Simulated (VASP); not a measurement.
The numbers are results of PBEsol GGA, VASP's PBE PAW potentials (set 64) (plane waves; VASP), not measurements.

The input files of a VASP run:

File KPOINTS:
```
Regular mesh
0
gamma
 8 8 8
0 0 0
```

**INCAR**
```
ALGO = Normal   # blocked Davidson
PREC = Accurate
LMAXMIX = 4   # l cut-off of mixed one-centre charges
NELM = 100   # most electronic steps
SIGMA = 0.05   # width (eV)
SYSTEM = Sn
EDIFF = 1E-6   # SCF stop (eV)
LASPH = .TRUE.   # aspherical one-centre terms
ISIF = 2   # forces and stress, cell fixed
GGA = PS   # PBEsol
LCHARG = .FALSE.
ISMEAR = 0   # Gaussian
LREAL = .FALSE.   # projection in real space or not
LWAVE = .FALSE.
ENCUT = 300
```

### POSCAR
```
Sn
2.9951210
 -1.0000000000   1.0000000000   0.5439536500
  1.0000000000  -1.0000000000   0.5439536500
  1.0000000000   1.0000000000  -0.5439536500
Sn
2
Direct
  0.7500000000   0.2500000000   0.5000000000
  0.0000000000   0.0000000000   0.0000000000
```

POTCAR, in this order: Sn_d (PBE.64 set). Program: vasp_std.

The resulting files:

**OUTCAR**
```
 ion  position               nearest neighbor table
   1  0.750  0.250  0.500-   2 3.10   2 3.10   2 3.10   2 3.10
   2  0.000  0.000  0.000-   1 3.10   1 3.10   1 3.10   1 3.10
  LATTYP: Found a body centered tetragonal cell.
 ALAT       =     5.9902420000
 C/A-ratio  =     0.5439536500
 Subroutine PRICEL returns:
 Original cell was already a primitive cell.
 Subroutine GETGRP returns: Found 16 space group operations
The static configuration has the point symmetry D_2d.
 The point group associated with its full space group is D_4h.
The dynamic configuration has the point symmetry D_2d.
 Subroutine INISYM returns: Found 16 space group operations
 Subroutine IBZKPT returns following result:
 Found     59 irreducible k-points:

 Following reciprocal coordinates:
            Coordinates               Weight
  0.000000  0.000000  0.000000      1.000000
  0.125000  0.000000 -0.000000      8.000000
  0.250000  0.000000 -0.000000      8.000000
  0.375000  0.000000 -0.000000      8.000000
  0.500000  0.000000 -0.000000      4.000000
  0.125000  0.125000 -0.000000      8.000000
  0.250000  0.125000 -0.000000     16.000000
  0.375000  0.125000 -0.000000     16.000000
  0.500000  0.125000 -0.000000     16.000000
 -0.375000  0.125000  0.000000     16.000000
 -0.250000  0.125000  0.000000     16.000000
 -0.125000  0.125000  0.000000      4.000000
  0.250000  0.250000 -0.000000      8.000000
  0.375000  0.250000 -0.000000     16.000000
  0.500000  0.250000 -0.000000     16.000000
 -0.375000  0.250000  0.000000     16.000000
 -0.250000  0.250000  0.000000      4.000000
  0.375000  0.375000 -0.000000      8.000000
  0.500000  0.375000 -0.000000     16.000000
 -0.375000  0.375000  0.000000      4.000000
  0.500000  0.500000 -0.000000      2.000000
  0.125000  0.125000  0.125000      8.000000
  0.250000  0.125000  0.125000     16.000000
  0.375000  0.125000  0.125000      8.000000
 -0.125000  0.125000  0.125000      4.000000
  0.250000  0.250000  0.125000      8.000000
  0.375000  0.250000  0.125000     16.000000
  0.500000  0.250000  0.125000      8.000000
 -0.250000  0.250000  0.125000      8.000000
 -0.125000  0.250000  0.125000      8.000000
  0.375000  0.375000  0.125000      4.000000
 -0.375000  0.375000  0.125000      8.000000
 -0.250000  0.375000  0.125000     16.000000
 -0.125000  0.375000  0.125000      8.000000
  0.500000  0.500000  0.125000      4.000000
 -0.375000  0.500000  0.125000     16.000000
 -0.250000  0.500000  0.125000     16.000000
 -0.125000  0.500000  0.125000      8.000000
 -0.375000 -0.375000  0.125000      8.000000
 -0.250000 -0.375000  0.125000     16.000000
   k-points           NKPTS =     59   k-points in BZ     NKDIM =     59   number of bands    NBANDS=     18
   number of dos      NEDOS =    301   number of ions     NIONS =      2
   total plane-waves  NPLWV =  21952
   dimension x,y,z NGX =    28 NGY =   28 NGZ =   28
   dimension x,y,z NGXF=    56 NGYF=   56 NGZF=   56
   ions per type =               2
   PREC   = accura    normal or accurate (medium, high low for compatibility)
   ISTART =      0    job   : 0-new  1-cont  2-samecut
   ICHARG =      2    charge: 1-file 2-atom 10-const
   ISPIN  =      1    spin polarized calculation?
   LNONCOLLINEAR =      F non collinear calculations
   LSORBIT =      F    spin-orbit coupling
   INIWAV =      1    electr: 0-lowe 1-rand  2-diag
   ENCUT  =  300.0 eV  22.05 Ry    4.70 a.u.   6.41  6.41  6.41*2*pi/ulx,y,z
   NELM   =    100;   NELMIN=  2; NELMDL= -5     # of ELM steps
   EDIFF  = 0.1E-05   stopping-criterion for ELM
   LREAL  =      F    real-space projection
...
```

### OSZICAR
```
       N       E                     dE             d eps       ncg     rms          rms(c)
DAV:   1     0.169369459165E+03    0.16937E+03   -0.11391E+04  2124   0.173E+03
DAV:   2     0.548800468704E+01   -0.16388E+03   -0.16216E+03  2136   0.358E+02
DAV:   3    -0.813547379861E+01   -0.13623E+02   -0.13477E+02  2508   0.118E+02
DAV:   4    -0.846544519171E+01   -0.32997E+00   -0.32939E+00  2328   0.200E+01
DAV:   5    -0.847794682476E+01   -0.12502E-01   -0.12501E-01  2872   0.339E+00    0.209E+00
DAV:   6    -0.845208673411E+01    0.25860E-01   -0.41921E-02  2740   0.309E+00    0.115E+00
DAV:   7    -0.844425399777E+01    0.78327E-02   -0.23993E-02  2762   0.223E+00    0.164E-01
DAV:   8    -0.844382598516E+01    0.42801E-03   -0.18215E-03  2488   0.665E-01    0.282E-02
DAV:   9    -0.844383137266E+01   -0.53875E-05   -0.43317E-05  2670   0.670E-02    0.124E-02
DAV:  10    -0.844383099155E+01    0.38111E-06   -0.29883E-06  1788   0.217E-02
   1 F= -.84438310E+01 E0= -.84428749E+01  d E =-.191214E-02
```

### OUTCAR
```
------------------------ aborting loop because EDIFF is reached ----------------------------------------
  FORCE on cell =-STRESS in cart. coord.  units (eV):
  Direction    XX          YY          ZZ          XY          YZ          ZX
  --------------------------------------------------------------------------------------
  Total       -1.6235214     -1.6235214     -1.3218222      0.0000000      0.0000000      0.0000000
  in kB      -44.4942189    -44.4942189    -36.2258542      0.0000000      0.0000000      0.0000000
  external PRESSURE =     -41.7380973 kB  Pullay stress =       0.0000000 kB
  volume of cell :       58.46
      direct lattice vectors                 reciprocal lattice vectors
    -2.995121000  2.995121000  1.629207000     0.000000000  0.166938164  0.306897773
     2.995121000 -2.995121000  1.629207000     0.166938164  0.000000000  0.306897773
     2.995121000  2.995121000 -1.629207000     0.166938164  0.166938164  0.000000000
 POSITION                                       TOTAL-FORCE (eV/Angst)
 -----------------------------------------------------------------------------------
      0.00000      2.99512      0.81460        -0.000000      0.000000      0.000000
      0.00000      0.00000      0.00000         0.000000     -0.000000     -0.000000
 -----------------------------------------------------------------------------------
    total drift:                               -0.000000      0.000000      0.000000
  FREE ENERGIE OF THE ION-ELECTRON SYSTEM (eV)
  ---------------------------------------------------
  free  energy   TOTEN  =        -8.4438309915 eV

  energy  without entropy=       -8.4419188489  energy(sigma->0) =       -8.44287492
```
(Selected blocks of OUTCAR.)

OUTCAR:
```
 val. band max:        6.8980240627   @ k =  -0.2500   0.1250   0.0000

 cond. band min:       6.9339903155   @ k =  -0.2500  -0.2500   0.1250


 Fermi energy:         6.9005454095

 k-point     1 :       0.0000    0.0000    0.0000
  band No.  band energies     occupation
      1     -14.4954      2.00000
      2     -14.4282      2.00000
      3     -14.3891      2.00000
      4     -14.3808      2.00000
      5     -14.2619      2.00000
      6     -14.2619      2.00000
      7     -14.2523      2.00000
      8     -14.2522      2.00000
      9     -14.1828      2.00000
     10     -14.0903      2.00000
     11      -3.6853      2.00000
     12       3.0483      2.00000
     13       5.1389      2.00000
     14       5.1389      2.00000
     15       9.9849      0.00000
     16      12.7600      0.00000
     17      12.7601      0.00000
     18      13.3269      0.00000

 k-point     2 :       0.1250    0.0000   -0.0000
  band No.  band energies     occupation
      1     -14.4872      2.00000
      2     -14.4034      2.00000
      3     -14.3804      2.00000
      4     -14.3535      2.00000
      5     -14.2769      2.00000
      6     -14.2723      2.00000
      7     -14.2566      2.00000
      8     -14.2554      2.00000
      9     -14.1870      2.00000
     10     -14.0986      2.00000
     11      -3.3949      2.00000
     12       2.8148      2.00000
     13       5.1698      2.00000
     14       5.9138      2.00000
     15      10.4707      0.00000
     16      11.0110      0.00000
     17      11.4423      0.00000
     18      12.1699      0.00000

 k-point     3 :       0.2500    0.0000   -0.0000
  band No.  band energies     occupation
      1     -14.4655      2.00000
      2     -14.3600      2.00000
      3     -14.3563      2.00000
      4     -14.3233      2.00000
      5     -14.3051      2.00000
      6     -14.2732      2.00000
      7     -14.2660      2.00000
      8     -14.2472      2.00000
      9     -14.1989      2.00000
...
```

At this cut-off the stress carries a Pulay error, which pulls relaxed volumes low. Unless said otherwise, spin-orbit coupling is left out, though it shifts the bands of the heavy elements here.

The structure comes from a computed database's Sn entry; how it stands against other phases isn't given here. The cell was not relaxed at this level. The run is one of a series of settings (GGA = PS against the base run), some of them coarse on purpose.
